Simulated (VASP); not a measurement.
WSe2:

```
CELL_PARAMETERS angstrom
3.28134 0.00000 0.00000
-1.64067 2.84173 0.00000
0.00000 0.00000 12.79166
ATOMIC_POSITIONS crystal
W 0.33333 0.66667 0.25000
W 0.66667 0.33333 0.75000
Se 0.33333 0.66667 0.61819
Se 0.66667 0.33333 0.11819
Se 0.33333 0.66667 0.88181
Se 0.66667 0.33333 0.38181
```

Program: VASP 6.6.1. Alike in all runs: no spin polarisation; cell as given; k mesh 9 × 9 × 2; cutoff (eV) 520; smearing gaussian 0.03 eV.

Q: Order these runs on this cell by their pressure, lowest first.
A. level PBE; potentials or basis VASP PAW PBE potentials, release 64 (W_sv, Se)
B. level r2SCAN; potentials or basis VASP PAW PBE potentials, release 64 (W_sv, Se)
C. level LDA; potentials or basis VASP PAW LDA potentials, release 64 (W_sv, Se)

A: C (-3.6 GPa), B (2.0 GPa), A (3.9 GPa).

Caveats: this functional lacks dispersion, which binds the layers, so the pressure and a relaxed spacing across them are unreliable (some runs); the PAW data sets were made with another functional, which shifts forces and pressure a little (some runs).
